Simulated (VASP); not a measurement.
# CsLiCr2Te2S3 (Pm) in VASP: settings compared

Aim: see how the results for CsLiCr2Te2S3 move with the level of theory and the settings. Levels: PBE, LDA, PBEsol. Tasks: relaxation of cell and atoms.

Program: VASP 6.6.1. These are calculated values, not measurements. Logs are shortened: lines on timing, memory, paths and dates and some standing lists are left out, and cuts for length are marked.

**1. Starting point**

It takes space group Pm (No. 6, monoclinic). Conventional cell: a = 7.057 Å, b = 3.981 Å, c = 9.084 Å, α = 90.00°, β = 107.12°, γ = 90.00°. Cs (site symmetry m) has 3 S at 3.44 to 3.50 Å and 1 Te at 3.93 Å as nearest neighbours. Li (site symmetry m) is surrounded by 3 S at 2.21 to 2.30 Å. Around Cr (site symmetry m) lie 5 S at 2.47 to 2.63 Å and 1 Te at 2.79 Å and 2 Li at 2.81 Å. Around Cr (site symmetry m) lie 2 S at 2.34 to 2.50 Å. Around Te (site symmetry m) lie 3 Cr at 2.76 to 2.79 Å. Te (site symmetry m) has 1 S at 2.48 Å and 2 Cr at 2.80 Å as nearest neighbours. Around S (site symmetry m) lie 2 Li at 2.21 Å and 1 Te at 2.48 Å and 1 Cr at 2.51 Å. S (site symmetry m) has 3 Cr at 2.34 to 2.47 Å and 1 Li at 2.63 Å as nearest neighbours.

The cell was built by a generator and needn't be a form met in nature.

**2. Relaxation of cell and atoms, PBE, collinear spin, ferromagnetic start**

Input file INCAR:

```
SYSTEM = CsLiCr2Te2S3
  PREC = Accurate
  ENCUT = 600
  EDIFF = 1E-6
  ISMEAR = -1
  SIGMA = 0.05
  LREAL = .False.
  LASPH = .True.
  NELM = 120
  ALGO = Normal
  ISIF = 3
  LWAVE = .False.
  LCHARG = .False.
  ISPIN = 2
  MAGMOM = 0 0 3 3 0 0 0 0 0
  LORBIT = 11
  LMAXMIX = 4
  GGA = PE
  IBRION = 2
  NSW = 60
  EDIFFG = -0.02
  KPAR = 4
```

Input file KPOINTS:

```
regular mesh
0
Gamma
  4 7 3
  0 0 0
```

Input file POSCAR:

```
CsLiCr2Te2S3
1.0
    7.0568400000      0.0000000000      0.0078800000
    0.0000000000      3.9806000000      0.0000000000
   -2.6830200000      0.0000000000      8.6786900000
Cs Li Cr Te S
1 1 2 2 3
Direct
    0.0773900000      0.0000000000      0.3770600000
    0.8642400000      0.5000000000      0.7888300000
    0.1264600000      0.0000000000      0.9461600000
    0.5929000000      0.5000000000      0.9716500000
    0.5083800000      0.0000000000      0.1527000000
    0.5561200000      0.0000000000      0.7489300000
    0.8742600000      0.0000000000      0.6850200000
    0.2517600000      0.5000000000      0.8440200000
    0.9629400000      0.5000000000      0.0535700000
```

Potentials or basis: VASP PAW PBE potentials, release 64 (Cs_sv, Li_sv, Cr_pv, Te, S).

Launch:

```sh
> cat potpaw_PBE.64/Cs_sv/POTCAR potpaw_PBE.64/Li_sv/POTCAR potpaw_PBE.64/Cr_pv/POTCAR potpaw_PBE.64/Te/POTCAR potpaw_PBE.64/S/POTCAR > POTCAR
> mpirun -np 4 vasp_std > vasp.out
```

OUTCAR:

```text
SYSTEM = CsLiCr2Te2S3
   PREC = Accurate
   ENCUT = 600
   EDIFF = 1E-6
   ISMEAR = -1
   LREAL = .False.
   LASPH = .True.
   NELM = 120
   ISIF = 3
   ISPIN = 2
   LORBIT = 11
   GGA = PE
   IBRION = 2
   NSW = 60
   EDIFFG = -0.02

 ion  position               nearest neighbor table
   1  0.077  0.000  0.377-
   2  0.864  0.500  0.789-   7 2.21   7 2.21   9 2.30   8 2.63   3 2.81   3 2.81   4 2.88   6 2.89
                             6 2.89
   3  0.126  0.000  0.946-   8 2.47   8 2.47   7 2.51   9 2.63   9 2.63   5 2.79   2 2.81   2 2.81

   4  0.593  0.500  0.972-   8 2.34   9 2.50   5 2.76   5 2.76   6 2.80   6 2.80   2 2.88
   5  0.508  0.000  0.153-   4 2.76   4 2.76   3 2.79
   6  0.556  0.000  0.749-   7 2.48   4 2.80   4 2.80   2 2.89   2 2.89   8 3.23   8 3.23
   7  0.874  0.000  0.685-   2 2.21   2 2.21   6 2.48   3 2.51
   8  0.252  0.500  0.844-   4 2.34   3 2.47   3 2.47   2 2.63   6 3.23   6 3.23
   9  0.963  0.500  0.054-   2 2.30   4 2.50   3 2.63   3 2.63

  LATTYP: Found a simple monoclinic cell.
 ALAT       =     7.0568443996
 B/A-ratio  =     0.5640764873
 C/A-ratio  =     1.2872546816
 COS(beta)  =    -0.2942910888

  Lattice vectors:

 A1 = (   7.0568400000,   0.0000000000,   0.0078800000)
 A2 = (   0.0000000000,   3.9806000000,   0.0000000000)
 A3 = (  -2.6830200000,   0.0000000000,   8.6786900000)

Analysis of symmetry for initial positions (statically):
=====================================================================
 Subroutine PRICEL returns:
 Original cell was already a primitive cell.

 Routine SETGRP: Setting up the symmetry group for a
 simple monoclinic supercell.

 Subroutine GETGRP returns: Found  2 space group operations
 (whereof  2 operations were pure point group operations)
 out of a pool of  4 trial point group operations.

The static configuration has the point symmetry C_1h.

Analysis of symmetry for dynamics (positions and initial velocities):
=====================================================================
 Subroutine PRICEL returns:
 Original cell was already a primitive cell.

 Routine SETGRP: Setting up the symmetry group for a
 simple monoclinic supercell.

 Subroutine GETGRP returns: Found  2 space group operations
 (whereof  2 operations were pure point group operations)
 out of a pool of  4 trial point group operations.

The dynamic configuration has the point symmetry C_1h.

Analysis of structural, dynamic, and magnetic symmetry:
=====================================================================
 Subroutine PRICEL returns:
 Original cell was already a primitive cell.

 Routine SETGRP: Setting up the symmetry group for a
 simple monoclinic supercell.

 Subroutine GETGRP returns: Found  2 space group operations
 (whereof  2 operations were pure point group operations)
 out of a pool of  4 trial point group operations.

The overall configuration has the point symmetry C_1h.

 Subroutine INISYM returns: Found  2 space group operations
 (whereof  2 operations are pure point group operations),
 and found     1 'primitive' translations

----------------------------------------------------------------------------------------

                                     Primitive cell

  volume of cell :     243.8725

  direct lattice vectors                    reciprocal lattice vectors
     7.056840000  0.000000000  0.007880000     0.141657584  0.000000000  0.043793491
     0.000000000  3.980600000  0.000000000     0.000000000  0.251218409  0.000000000
    -2.683020000  0.000000000  8.678690000    -0.000128621  0.000000000  0.115185000

  length of vectors
     7.056844400  3.980600000  9.083955990     0.148272523  0.251218409  0.115185072

  position of ions in fractional coordinates (direct lattice)
     0.077390000  0.000000000  0.377060000
     0.864240000  0.500000000  0.788830000
     0.126460000  0.000000000  0.946160000
     0.592900000  0.500000000  0.971650000
     0.508380000  0.000000000  0.152700000
     0.556120000  0.000000000  0.748930000
     0.874260000  0.000000000  0.685020000
[... 59 lines left out ...]
      1     -41.4167      1.00000
      2     -40.5291      1.00000
      3     -40.5251      1.00000
      4     -40.5042      1.00000
      5     -40.2403      1.00000
      6     -40.2395      1.00000
[... 34 lines left out ...]
     41       5.9731      0.00000
     42       6.4252      0.00000
[... 994 lines left out ...]
      2     -40.5312      1.00000
      3     -40.5248      1.00000
      4     -40.5044      1.00000
      5     -40.2418      1.00000
      6     -40.2402      1.00000
[... 34 lines left out ...]
     41       6.0634      0.00000
     42       7.6517      0.00000

 [... further k-points ...]

 spin component 2

 k-point     1 :       0.0000    0.0000    0.0000
  band No.  band energies     occupation
      1     -41.4177      1.00000
      2     -37.5312      1.00000
      3     -37.4088      1.00000
      4     -37.3249      1.00000
      5     -37.3079      1.00000
      6     -37.2688      1.00000
[... 34 lines left out ...]
     41       6.9677      0.00000
     42       7.0291      0.00000
[... 994 lines left out ...]
      2     -37.5343      1.00000
      3     -37.4086      1.00000
      4     -37.3246      1.00000
      5     -37.3077      1.00000
      6     -37.2683      1.00000
[... 34 lines left out ...]
     41       6.8718      0.00000
     42       7.8353      0.00000

 [... further k-points ...]
[... 5 lines left out ...]
  --------------------------------------------------------------------------------------
  -------------------------------------------------------------------------------------
  Total       -0.0683626      0.1120152      0.0310234      0.0000000      0.0000000      0.0396178
  in kB       -0.4491242      0.7359099      0.2038155      0.0000000      0.0000000      0.2602784
  external PRESSURE =       0.1635337 kB  Pullay stress =       0.0000000 kB

 VOLUME and BASIS-vectors are now :
 -----------------------------------------------------------------------------
  energy-cutoff  :      600.00
  volume of cell :      243.87
      direct lattice vectors                 reciprocal lattice vectors
     7.056840000  0.000000000  0.007880000     0.141657584  0.000000000  0.043793491
     0.000000000  3.980600000  0.000000000     0.000000000  0.251218409  0.000000000
    -2.683020000  0.000000000  8.678690000    -0.000128621  0.000000000  0.115185000

 POSITION                                       TOTAL-FORCE (eV/Angst)
 -----------------------------------------------------------------------------------
     -0.46553      0.00000      3.27300         0.003067      0.000000      0.004944
      3.98236      1.99030      6.85282        -0.013415      0.000000      0.013672
     -1.64616      0.00000      8.21243        -0.002579      0.000000      0.000087
      1.57704      1.99030      8.43732         0.006630      0.000000      0.004130
      3.17786      0.00000      1.32924         0.000797      0.000000     -0.006225
      1.91506      0.00000      6.50411         0.012521      0.000000     -0.006643
      4.33159      0.00000      5.95197        -0.010986      0.000000     -0.011353
     -0.48789      1.99030      7.32697         0.004057      0.000000     -0.004642
      6.65158      1.99030      0.47251        -0.000093      0.000000      0.006031
 -----------------------------------------------------------------------------------
    total drift:                                0.000026     -0.000000     -0.000084

  FREE ENERGIE OF THE ION-ELECTRON SYSTEM (eV)
  ---------------------------------------------------
  free  energy   TOTEN  =       -46.1529002118 eV

  energy  without entropy=      -46.1525716354  energy(sigma->0) =      -46.15273592

 reached required accuracy - stopping structural energy minimisation

 total charge

# of ion       s       p       d       tot
------------------------------------------
    1        1.834   4.701   0.034   6.569
    2        2.035   0.088   0.000   2.123
    3        0.251   6.210   4.024  10.485
    4        0.265   6.237   4.081  10.583
    5        1.363   2.022   0.023   3.408
    6        1.397   1.916   0.052   3.364
    7        1.350   2.390   0.000   3.740
    8        1.341   2.367   0.000   3.709
    9        1.326   2.386   0.000   3.712
--------------------------------------------------
tot         11.162  28.317   8.214  47.693

 magnetization (x)

# of ion       s       p       d       tot
------------------------------------------
    1        0.000  -0.001   0.001  -0.000
    2       -0.000   0.000   0.000  -0.000
    3        0.046   0.039   3.000   3.086
    4        0.041   0.038   2.871   2.951
    5       -0.005  -0.152   0.007  -0.150
    6       -0.002  -0.055   0.003  -0.053
    7        0.000  -0.034   0.000  -0.034
    8       -0.005  -0.117   0.000  -0.122
    9       -0.002  -0.060   0.000  -0.062
--------------------------------------------------
tot          0.073  -0.341   5.883   5.614
```

Run time: 2.8 min. Hardware: 4 MPI ranks of Intel Xeon 6975P-C (Granite Rapids), shared host; peak memory 0.89 GiB.

Results:

| Quantity | Value |
| --- | --- |
| Free energy | -46.1529 eV |
| Pressure after relaxing | 0.0 GPa |
| Largest force after relaxing | 0.019 eV/Å |
| Band gap on the k mesh | 0.46 eV, indirect (least direct gap 0.75 eV) |
| Net moment | 6.00 μB per cell |
| Site moments | Cs -0.00; Li -0.00; Cr +3.09, +2.95; Te -0.15, -0.05; S -0.03, -0.12, -0.06 μB |
| Valence electrons inside the program's atomic spheres | Cs 6.57; Li 2.12; Cr 10.48, 10.58; Te 3.41, 3.36; S 3.74, 3.71 |

Forces on the atoms (eV/Å):
```
Cs   0.003  0.000  0.005
Li  -0.013  0.000  0.014
Cr  -0.003  0.000  0.000
Cr   0.007  0.000  0.004
Te   0.001  0.000 -0.006
Te   0.013  0.000 -0.007
S   -0.011  0.000 -0.011
S    0.004  0.000 -0.005
S    0.000  0.000  0.006
```

Final structure:
```
CELL_PARAMETERS angstrom
7.05684 0.00000 0.00788
0.00000 3.98060 0.00000
-2.68302 0.00000 8.67869
ATOMIC_POSITIONS crystal
Cs 0.07739 0.00000 0.37706
Li 0.86424 0.50000 0.78883
Cr 0.12646 0.00000 0.94616
Cr 0.59290 0.50000 0.97165
Te 0.50838 0.00000 0.15270
Te 0.55612 0.00000 0.74893
S 0.87426 0.00000 0.68502
S 0.25176 0.50000 0.84402
S 0.96294 0.50000 0.05357
```

Caveat: the cutoff is under 1.25 times the usual one of these potentials, so pressure, stress and relaxed cells hold a basis-set (Pulay) error; the relaxation stopped at its first step, so nothing moved; spin-orbit coupling is left out, which moves the levels of the heavy elements; an odd mesh through Γ misses points on the zone boundary, where band edges often lie; only a ferromagnetic start was run, and an antiferromagnetic order may lie lower in energy.

(Continued in part 2 of 2.)
